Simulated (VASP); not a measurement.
Calculation: PBEsol GGA, VASP's PBE PAW potentials (set 64) (plane waves; VASP).

VASP ran on this input.

KPOINTS:
```
Automatic mesh
0
Gamma
10 10 8
0 0 0
```

### INCAR
```
! general
SYSTEM  = PbO
PREC    = Accurate
ENCUT   = 520
LREAL   = .FALSE.
LASPH   = .TRUE.
NBANDS  = 72

! electronic loop
EDIFF   = 1E-7
NELM    = 100
ALGO    = Normal
LMAXMIX = 4

! smearing
ISMEAR  = 0
SIGMA   = 0.01

! functional
GGA     = PS

! output
LWAVE   = .FALSE.
LCHARG  = .FALSE.
NEDOS   = 1001

! other
LOPTICS = .TRUE.
CSHIFT  = 0.1
```

**POSCAR**
```
PbO
1
    3.9897209458     0.0000000000     0.0000000000
    0.0000000000     3.9897209458     0.0000000000
    0.0000000000     0.0000000000     5.0319030177
Pb O
2 2
Direct
  0.5000000000   0.0000000000   0.7642971501
  0.0000000000   0.5000000000   0.2357028499
  0.5000000000   0.5000000000   0.0000000000
  0.0000000000   0.0000000000   0.0000000000
```

POTCAR, in this order: Pb_d O (PBE.64 set). Program: vasp_std.

The resulting files:

**OUTCAR**
```
 ion  position               nearest neighbor table
   1  0.500  0.000  0.764-   3 2.32   4 2.32   3 2.32   4 2.32   2 3.69   2 3.69   2 3.69   2 3.69
                             2 3.88   2 3.88   2 3.88   2 3.88
   2  0.000  0.500  0.236-   3 2.32   4 2.32   4 2.32   3 2.32   1 3.69   1 3.69   1 3.69   1 3.69
                             1 3.88   1 3.88   1 3.88   1 3.88
   3  0.500  0.500  0.000-   1 2.32   2 2.32   1 2.32   2 2.32
   4  0.000  0.000  0.000-   1 2.32   2 2.32   2 2.32   1 2.32
  LATTYP: Found a simple tetragonal cell.
 ALAT       =     3.9897209458
 C/A-ratio  =     1.2612167833
 Subroutine PRICEL returns:
 Original cell was already a primitive cell.
 Subroutine GETGRP returns: Found 16 space group operations
The static configuration has the point symmetry D_2d.
 The point group associated with its full space group is D_4h.
The dynamic configuration has the point symmetry D_2d.
 Subroutine INISYM returns: Found 16 space group operations
 Subroutine IBZKPT returns following result:
 Found    105 irreducible k-points:

 Following reciprocal coordinates:
            Coordinates               Weight
  0.000000  0.000000  0.000000      1.000000
  0.100000  0.000000  0.000000      4.000000
  0.200000  0.000000  0.000000      4.000000
  0.300000  0.000000  0.000000      4.000000
  0.400000  0.000000  0.000000      4.000000
  0.500000  0.000000  0.000000      2.000000
  0.100000  0.100000  0.000000      4.000000
  0.200000  0.100000  0.000000      8.000000
  0.300000  0.100000  0.000000      8.000000
  0.400000  0.100000  0.000000      8.000000
  0.500000  0.100000  0.000000      4.000000
  0.200000  0.200000  0.000000      4.000000
  0.300000  0.200000  0.000000      8.000000
  0.400000  0.200000  0.000000      8.000000
  0.500000  0.200000  0.000000      4.000000
  0.300000  0.300000  0.000000      4.000000
  0.400000  0.300000  0.000000      8.000000
  0.500000  0.300000  0.000000      4.000000
  0.400000  0.400000  0.000000      4.000000
  0.500000  0.400000  0.000000      4.000000
  0.500000  0.500000  0.000000      1.000000
  0.000000  0.000000  0.125000      2.000000
  0.100000  0.000000  0.125000      8.000000
  0.200000  0.000000  0.125000      8.000000
  0.300000  0.000000  0.125000      8.000000
  0.400000  0.000000  0.125000      8.000000
  0.500000  0.000000  0.125000      4.000000
  0.100000  0.100000  0.125000      8.000000
  0.200000  0.100000  0.125000     16.000000
  0.300000  0.100000  0.125000     16.000000
  0.400000  0.100000  0.125000     16.000000
  0.500000  0.100000  0.125000      8.000000
  0.200000  0.200000  0.125000      8.000000
  0.300000  0.200000  0.125000     16.000000
  0.400000  0.200000  0.125000     16.000000
  0.500000  0.200000  0.125000      8.000000
  0.300000  0.300000  0.125000      8.000000
  0.400000  0.300000  0.125000     16.000000
  0.500000  0.300000  0.125000      8.000000
  0.400000  0.400000  0.125000      8.000000
   k-points           NKPTS =    105   k-points in BZ     NKDIM =    105   number of bands    NBANDS=     72
   number of dos      NEDOS =   1001   number of ions     NIONS =      4
   total plane-waves  NPLWV =  36000
   dimension x,y,z NGX =    30 NGY =   30 NGZ =   40
   dimension x,y,z NGXF=    60 NGYF=   60 NGZF=   80
   ions per type =               2   2
   PREC   = accura    normal or accurate (medium, high low for compatibility)
   ISTART =      0    job   : 0-new  1-cont  2-samecut
   ICHARG =      2    charge: 1-file 2-atom 10-const
   ISPIN  =      1    spin polarized calculation?
   LNONCOLLINEAR =      F non collinear calculations
   LSORBIT =      F    spin-orbit coupling
   INIWAV =      1    electr: 0-lowe 1-rand  2-diag
...
```

File OSZICAR:
```
       N       E                     dE             d eps       ncg     rms          rms(c)
DAV:   1     0.499086858605E+03    0.49909E+03   -0.14269E+04 17024   0.662E+02
DAV:   2     0.588763563953E+02   -0.44021E+03   -0.37573E+03 15824   0.237E+02
DAV:   3    -0.233148520241E+02   -0.82191E+02   -0.79215E+02 16904   0.895E+01
DAV:   4    -0.269024265098E+02   -0.35876E+01   -0.35794E+01 18192   0.197E+01
DAV:   5    -0.269814073039E+02   -0.78981E-01   -0.78961E-01 20088   0.321E+00    0.114E+01
DAV:   6    -0.232142915373E+02    0.37671E+01   -0.11598E+01 23880   0.147E+01    0.551E+00
DAV:   7    -0.229326613006E+02    0.28163E+00   -0.15926E+00 19528   0.452E+00    0.220E+00
DAV:   8    -0.228832618051E+02    0.49399E-01   -0.33369E-01 19616   0.207E+00    0.703E-01
DAV:   9    -0.228744799125E+02    0.87819E-02   -0.16785E-02 21664   0.567E-01    0.232E-01
DAV:  10    -0.228745029968E+02   -0.23084E-04   -0.18817E-03 19960   0.186E-01    0.747E-02
DAV:  11    -0.228744384800E+02    0.64517E-04   -0.29072E-04 22272   0.748E-02    0.235E-02
DAV:  12    -0.228744471860E+02   -0.87060E-05   -0.24946E-05 18064   0.174E-02    0.152E-02
DAV:  13    -0.228744450414E+02    0.21446E-05   -0.26155E-06 20184   0.516E-03    0.609E-03
DAV:  14    -0.228744442825E+02    0.75882E-06   -0.14704E-06 20160   0.455E-03    0.482E-04
DAV:  15    -0.228744442713E+02    0.11280E-07   -0.54498E-08 13192   0.809E-04
   1 F= -.22874444E+02 E0= -.22874444E+02  d E =-.862938E-22
 imaginary and real dielectric function
```

**OUTCAR**
```
------------------------ aborting loop because EDIFF is reached ----------------------------------------
  FORCE on cell =-STRESS in cart. coord.  units (eV):
  Direction    XX          YY          ZZ          XY          YZ          ZX
  --------------------------------------------------------------------------------------
  Total       -0.0028812     -0.0028812      0.0065373      0.0000000     -0.0000000      0.0000000
  in kB       -0.0576317     -0.0576317      0.1307657      0.0000000     -0.0000000      0.0000000
  external PRESSURE =       0.0051675 kB  Pullay stress =       0.0000000 kB
  volume of cell :       80.10
      direct lattice vectors                 reciprocal lattice vectors
     3.989720946  0.000000000  0.000000000     0.250644096  0.000000000  0.000000000
     0.000000000  3.989720946  0.000000000     0.000000000  0.250644096  0.000000000
     0.000000000  0.000000000  5.031903018     0.000000000  0.000000000  0.198731970
 POSITION                                       TOTAL-FORCE (eV/Angst)
 -----------------------------------------------------------------------------------
      1.99486      0.00000      3.84587        -0.000000      0.000000      0.012510
      0.00000      1.99486      1.18603         0.000000      0.000000     -0.012510
      1.99486      1.99486      0.00000         0.000000      0.000000      0.000000
      0.00000      0.00000      0.00000         0.000000     -0.000000      0.000000
 -----------------------------------------------------------------------------------
    total drift:                                0.000000      0.000000      0.000000
  FREE ENERGIE OF THE ION-ELECTRON SYSTEM (eV)
  ---------------------------------------------------
  free  energy   TOTEN  =       -22.8744442713 eV

  energy  without entropy=      -22.8744442713  energy(sigma->0) =      -22.87444427

 plasma frequency squared (from intraband transitions) (eV^2)
  --------------------------------------------------------------------------------------
       0.000       0.000      -0.000
       0.000       0.000       0.000
      -0.000       0.000       0.000

 plasma frequency squared (from interband transitions, int dw w eps(2)(w)) (eV^2)
  --------------------------------------------------------------------------------------
     525.026       0.000       0.000       0.000       0.000       0.000
       0.000      -0.000     525.026       0.000       0.000      -0.000
       0.000      -0.000       0.000       0.000     525.212       0.000
```
(Selected blocks of OUTCAR.)

The dielectric response may not be converged in the k-mesh; for small gaps it tends to come out too large. Without a dispersion term in the relaxation, distances and binding between the weakly bound layers, chains or molecules are unreliable, and so is what depends on them.

The compound is PbO in the litharge structure. It was relaxed first.
